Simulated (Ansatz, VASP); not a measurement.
**Pt (Pt(110)): VASP beside Ansatz**

Wanted: the spread between two codes on one cell, functional and k mesh.

Method: plane waves, with VASP 6.6.1 beside it; single point at PBEsol, in Ansatz 0.2.0.

In doubt: too few empty bands were carried, so the values of those runs are not to be relied on.

### Step 1. Starting point

The cell holds 9 atoms: 9 Pt. Cell: a = 3.916 Å, b = 2.769 Å, c = 26.077 Å, α = 90.0°, β = 90.0°, γ = 90.0°. It derives from Pt. As first built, before any earlier steps moved the atoms: 9 layers of fcc Pt, cut at this functional's lattice. Vacuum lies along c.

### Step 2. Ansatz: single point, PBEsol

Ansatz runs on its default PAW (the set named soft_2) files.

With cell and atoms fixed, the geometry can't cause a difference; cores, projectors, grids and the points listed under the comparison can.

input.yaml reads:

```yaml
crystal:
  lattice:
    - [3.9162069498, 0.0, 0.0]
    - [0.0, 2.7691764907, 0.0]
    - [0.0, 0.0, 26.0767059629]
  atoms:
    - { symbol: Pt, position: [0.0, 0.0, 0.2930657183] }
    - { symbol: Pt, position: [0.5, 0.5, 0.3373565304] }
    - { symbol: Pt, position: [0.0, 0.0, 0.3952646929] }
    - { symbol: Pt, position: [0.5, 0.5, 0.4467177932] }
    - { symbol: Pt, position: [0.0, 0.0, 0.5] }
    - { symbol: Pt, position: [0.5, 0.5, 0.5532822068] }
    - { symbol: Pt, position: [0.0, 0.0, 0.6047353071] }
    - { symbol: Pt, position: [0.5, 0.5, 0.6626434696] }
    - { symbol: Pt, position: [0.0, 0.0, 0.7069342817] }
hamiltonian:
  xc: pbesol
  pseudopotentials: { kind: paw }
kpoints:
  mp_grid: { grid: [8, 11, 1] }
scf:
  occupations: { method: methfessel_paxton, width: 0.15 }
  n_extra_bands: 6
efield:
  axis: 3
  dipole_correction: true
  ramp_width: 0.04
output:
  forces: true
  eigenvalues: true
  write_density: true
  write_potential: true
  elf: true
  volumetric_format: npy
```

Command:

```bash
ansatz run input.yaml --threads 4 --pin off --max-ram 9216MiB --backend cpu --events-out ev --progress --plain --runs-dir out
```

Numbers of over 12 decimals in the logs are rounded to 6 here.

Log:

```text
scf.n_extra_bands = 6 over 81 filled bands (N_el = 162.0): the run solves 87 bands
Engine: ansatz 0.2.0, aarch64-unknown-linux-gnu
Pseudopotentials: kind: paw
Pseudopotential: Pt, paw, valence charge 18, recommended cutoff 420 eV (normal), Pt.paw.azcp
Functional definition: PBEsol
  exchange = pbesol_x
  correlation = pbesol_c
Crystal: 9 atoms, lattice volume = 282.793 Å³
Basis set: ecut = 420 eV, 5515 PW (Γ), exchange–correlation on 54×40×360 points (8 copies of the dense FFT grid, shifted against one another)
Bands: 87, of which v1, the nominal top of the filled ones, is band 81 counted from 1 (80 counted from 0)
Symmetry: 4 space group operations
k-points: 30 of 88
Non-local potential: Pt, projectors of the file, l = 0: 3, l = 1: 2, l = 2: 2, l = 3: 1
PAW form: soft (Blöchl's): semilocal exchange-correlation on the pseudo side does not see the compensation charge
PAW frozen core: Pt, regenerated for the run's functional, and the local potential with it (the file was generated under x = pbe(κ = 0.804, μ = 0.219515), c = pbe(β = 0.066725))
PAW one-centre angular grid: Pt, 590 points (default); XC on 64 Gauss nodes
Initial density: superposition of atomic densities (neutral atoms: chi_scale 0, normalization atom), corrected by the library's trained network
Initial wavefunctions: pseudopotential atomic-orbital guess
Functional: x = pbesol(κ = 0.804, μ = 0.123457), c = pbesol(β = 0.046)
SCF iter   1: F=—  HF=-111451.359769 eV  |F-HF|=—  |Δ(HF+E_count)|=         —  Δρ=1.44e-2  dr2=6.27e0  ethr=1.77e-3  p=0.000 e·Å  D=7.00e-14 V/Å  ΔV_dip=-0.00 eV  dr2_dipole=3.22e-6  V_vac-E_F(+/−)=5.05/5.05 eV  ⟨swp⟩=7.5  Hψ=11041  notcnv=0
efield: sawtooth ramp at fractional position 0.9800 (placed from the atoms, in the widest stretch of the axis that holds none; the zero of the levels goes with the place), width 0.0400; the density the first Hamiltonian is built on has a dipole p = 0.000 e·Å; the dipole correction subtracts the counter field D = 7.00e-14 V/Å, which shifts the + side's vacuum level by -0.00 eV against the − side's; the planar-averaged density in the ramp window peaks in size at 1.4e-5 e/Å³
preconditioner: auto → LDOS  [metal: Δε(μ)=0.002 eV  Ē_g=4.588 eV  σ=0.150 eV  W_gap=0.01  n_scr=68 (ndim 8)  ℏωp=20.9 eV  f_vac=0.480  D(μ)=17.01/eV (n_scr^D=184)  β→1.0]
SCF iter   2: F=—  HF=-111451.266927 eV  |F-HF|=—  |Δ(HF+E_count)|=   9.28e-2  S|Δr|=    0.00e0  Δρ=5.65e-3  dr2=1.87e-1  ethr=1.77e-3  p=-0.000 e·Å  D=-8.19e-6 V/Å  ΔV_dip=0.00 eV  dr2_dipole=3.56e-6  V_vac-E_F(+/−)=5.48/5.48 eV  ⟨swp⟩=1.8  Hψ=3313  notcnv=0  defer=2
SCF iter   3: F=—  HF=-111451.257849 eV  |F-HF|=—  |Δ(HF+E_count)|=   9.08e-3  S|Δr|=    0.00e0  Δρ=2.82e-3  dr2=5.57e-2  ethr=1.16e-4  p=0.000 e·Å  D=3.79e-6 V/Å  ΔV_dip=-0.00 eV  dr2_dipole=9.16e-8  V_vac-E_F(+/−)=5.38/5.38 eV  ⟨swp⟩=2.1  Hψ=4026  notcnv=0  defer=2
SCF iter   4: F=—  HF=-111451.252577 eV  |F-HF|=—  |Δ(HF+E_count)|=   5.27e-3  S|Δr|=    0.00e0  Δρ=8.11e-4  dr2=3.09e-3  ethr=3.44e-5  p=0.000 e·Å  D=4.12e-8 V/Å  ΔV_dip=-0.00 eV  dr2_dipole=3.97e-8  V_vac-E_F(+/−)=5.44/5.44 eV  ⟨swp⟩=2.1  Hψ=3824  notcnv=0  defer=2
SCF iter   5: F=—  HF=-111451.252414 eV  |F-HF|=—  |Δ(HF+E_count)|=   1.63e-4  S|Δr|=    0.00e0  Δρ=4.08e-4  dr2=1.69e-3  ethr=1.90e-6  p=0.000 e·Å  D=1.79e-6 V/Å  ΔV_dip=-0.00 eV  dr2_dipole=1.95e-9  V_vac-E_F(+/−)=5.42/5.42 eV  ⟨swp⟩=2.9  Hψ=4797  notcnv=0  defer=2
SCF iter   6: F=—  HF=-111451.252250 eV  |F-HF|=—  |Δ(HF+E_count)|=   1.64e-4  S|Δr|=    0.00e0  Δρ=2.39e-4  dr2=3.02e-4  ethr=1.04e-6  p=0.000 e·Å  D=6.53e-7 V/Å  ΔV_dip=-0.00 eV  dr2_dipole=3.15e-9  V_vac-E_F(+/−)=5.42/5.42 eV  ⟨swp⟩=2.0  Hψ=3606  notcnv=0  defer=2
SCF iter   7: F=—  HF=-111451.252239 eV  |F-HF|=—  |Δ(HF+E_count)|=   1.07e-5  S|Δr|=    0.00e0  Δρ=7.88e-5  dr2=2.73e-5  ethr=1.86e-7  p=-0.000 e·Å  D=-1.73e-7 V/Å  ΔV_dip=0.00 eV  dr2_dipole=1.24e-9  V_vac-E_F(+/−)=5.43/5.43 eV  ⟨swp⟩=2.0  Hψ=3937  notcnv=0  defer=2
SCF iter   8: F=—  HF=-111451.252261 eV  |F-HF|=—  |Δ(HF+E_count)|=   2.13e-5  S|Δr|=    0.00e0  Δρ=1.98e-5  dr2=2.76e-6  ethr=1.69e-8  p=0.000 e·Å  D=2.03e-9 V/Å  ΔV_dip=-0.00 eV  dr2_dipole=1.57e-10  V_vac-E_F(+/−)=5.43/5.43 eV  ⟨swp⟩=2.2  Hψ=4015  notcnv=0
SCF iter   9: F=—  HF=-111451.252262 eV  |F-HF|=—  |Δ(HF+E_count)|=   7.29e-7  S|Δr|=    0.00e0  Δρ=7.18e-6  dr2=2.77e-7  ethr=1.70e-9  p=-0.000 e·Å  D=-8.42e-8 V/Å  ΔV_dip=0.00 eV  dr2_dipole=1.80e-11  V_vac-E_F(+/−)=5.43/5.43 eV  ⟨swp⟩=2.1  Hψ=4141  notcnv=0
SCF iter  10: F=-111451.252262 eV  HF=-111451.252262 eV  |F-HF|=5.91e-8  |Δ(HF+E_count)|=   7.08e-8  S|Δr|=    0.00e0  Δρ=3.93e-6  dr2=9.29e-8  ethr=6.17e-11  p=0.000 e·Å  D=1.22e-8 V/Å  ΔV_dip=-0.00 eV  dr2_dipole=2.53e-14  V_vac-E_F(+/−)=5.43/5.43 eV  ⟨swp⟩=12.3  Hψ=21790  notcnv=0
WARN: the bands leave out some 1.250e-3 electrons a cell, over the threshold 1e-3 (by scf.eigensolver.empty_state_threshold): the first level above them, at 8.4855 eV, would hold -7.069e-2 of 2 at k-index 24, k = (-0.5000, 0.0000, 0.0000) — raise scf.n_extra_bands (try 98 bands in all)
SCF 1 converged in 10 iterations: F = -111451.252262 eV  dr2 = 9.29e-8
  greatest PAW one-centre occupation: 1.000 electrons in one spin orbital (limit 2), on the Pt atom at site 1 (counted from 0), in its partial waves of l = 0
WARN: The output density's exchange-correlation potential varies sharply where the density is thin. Do not read a vacuum level from v_tot or v_xc, or from such a field of the output density. On a cell that repeats whose density bears no net charge and no dipole along the vacuum's axis use v_es (v_loc + v_h of the components); under efield.dipole_correction with no amplitude use v_es + v_field, which holds any externa [...]
SCF converged after 10 iterations
Stability not checked: this state was not tested for a lower state beside it, because cold or Methfessel-Paxton smearing, or corrected tetrahedra, fill the levels in a way that the test cannot read (fill_not_monotonic; see scf.lower_state_search)
Free energy (F): -111451.252262 eV
Harris-Foulkes:  -111451.252262 eV  (|F-HF|=5.91e-8)
Internal energy: -111451.244571 eV  (E = F + TS)
E sigma→0 (E₀):  -111451.250339 eV
Entropy (-TS):   -0.007690 eV (-0.854 meV/atom)
Fermi energy:    8.297644 eV
Step filling:    the computed levels leave a gap of 0.0051 eV = 0.0 smearing widths at the electron count; against every level under it full and every level over it empty, smearing changes F+E_penalty+E_count by -4.059 meV and its σ→0 estimate by -2.136 meV
Dipole field:    D = -0.000000 V/Å  (p = -0.000000 e·Å, saw-weighted, corrected)
Work function:   Φ+ = 5.4278 eV   Φ− = 5.4278 eV
Levels:          The Fermi level and band energies are counted from a zero that moves with the ramp; work functions are not
--- Per-component energies (eV) ---
  E_band       = -3578.212129
  E_kinetic    = 5739.652404
  E_local      = -277593.905294  (includes V_loc(G=0)·N_el)
  E_nonlocal   = 1828.924334
  E_hartree    = 135892.640432
  E_xc         = -2339.773917
  E_vxc        = -2717.187314  (∫ρ·V_xc dr)
  E_paw        = -83848.062509  (= ΣΔE_a)
  E_vpaw       = -2621.023243  (= ΣTr[D̂ρ^β])
  E_aug_tail   = 0.001693  (compensation charges beyond the density's cutoff)
  E_efield     = 0.000000  (sawtooth field / dipole correction)
  E_vefield    = 0.000000  (∫n·V_field dr)
  E_ewald      = 108866.695456
  E_core_change = 2.582831  (= ΣΔE_core)
  E_smearing   = -0.007690  (= −TS)
  E_closure    = -0.000000  (closes the sum)
  Σ components = -111451.252262   (vs F -111451.252262, Δ=0.00e0)
--- Forces (eV/Å), atoms counted from 1 ---
  atom   1  Pt     0.00000000    -0.00000000    -0.03433315
  atom   2  Pt     0.00000000     0.00000000     0.00599018
  atom   3  Pt     0.00000000     0.00000000     0.00968897
  atom   4  Pt     0.00000000    -0.00000000    -0.00358876
  atom   5  Pt     0.00000000     0.00000000     0.00000011
  atom   6  Pt     0.00000000     0.00000000     0.00358918
  atom   7  Pt     0.00000000    -0.00000000    -0.00968920
  atom   8  Pt     0.00000000    -0.00000000    -0.00599047
  atom   9  Pt     0.00000000     0.00000000     0.03433195
  max |Σ_I F_I| component: 1.19e-6 eV/Å
--- Band table (eV; the first three rows and the last of 30) ---
  k-point 0: bands = [... 77 lower, 7.6651, 7.7974, 7.8900, 8.1456, 8.2086, 8.3273, 8.7338, 8.8074, ... 2 higher]
  k-point 1: bands = [... 77 lower, 7.7419, 7.8063, 7.9385, 7.9448, 8.0770, 8.2364, 8.5427, 8.8344, ... 2 higher]
  k-point 2: bands = [... 77 lower, 7.5816, 7.6246, 7.7464, 7.7717, 8.2219, 8.3905, 8.7465, 8.7900, ... 2 higher]
  k-point 29: bands = [... 77 lower, 8.2118, 8.3105, 8.4634, 8.6764, 8.8663, 9.0345, 10.5490, 10.7665, ... 2 higher]
```

The job ended after 34 s (4 threads of Arm Neoverse V2, shared host; peak memory 1.1 GiB).

(Part 1 of 2 ends here.)

[Lines on the potential files, build, host, timing and source positions are cut from VASP's logs without a mark.]

[Logs are printed without paths, hosts, clocks, repeated set-up lines and the standing remarks that a program may print on its own settings, such as how far it seeks lower states.]

[Hosts, paths, dates, database ids (printed as entryN), source tags and the programs' standing remarks are cut or masked in the printed files.]
